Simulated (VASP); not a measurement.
VASP 6 on Cu, 32 atoms, PBE, 400 eV, 3×3×3 Γ-centred mesh, vasp_std. Each run had one machine to itself; times are medians of up to 3 turns, which differed by up to 3 %. Differences under about 10 % mean little, and other builds and machines will differ.

INCAR of the first run: PREC = Normal; ENCUT = 400; EDIFF = 1E-12; NELM = 9; ALGO = Normal; LREAL = Auto; LASPH = .TRUE.; ISMEAR = 1; SIGMA = 0.1; GGA = PE; LMAXMIX = 4; LWAVE = .FALSE.; LCHARG = .FALSE.; ISYM = 0; NELMIN = 9; NCORE = 1

| run | seconds an electronic step (mean of the last four of 9) |
|---|---|
| 48 ranks, NCORE = 1 | 2.6 |
| 48 ranks, NCORE = 2 | 1.3 |
| 48 ranks, NCORE = 4 | 1.0 |
| 48 ranks, NCORE = 8 | 1.0 |
| 48 ranks, NCORE = 16 | 1.2 |
| 48 ranks, NCORE = 24 | 1.4 |

On 48 cores the runs span a factor of 2.6.

Runs that failed, blew up or ran out of time are left out.

The cell is a supercell.
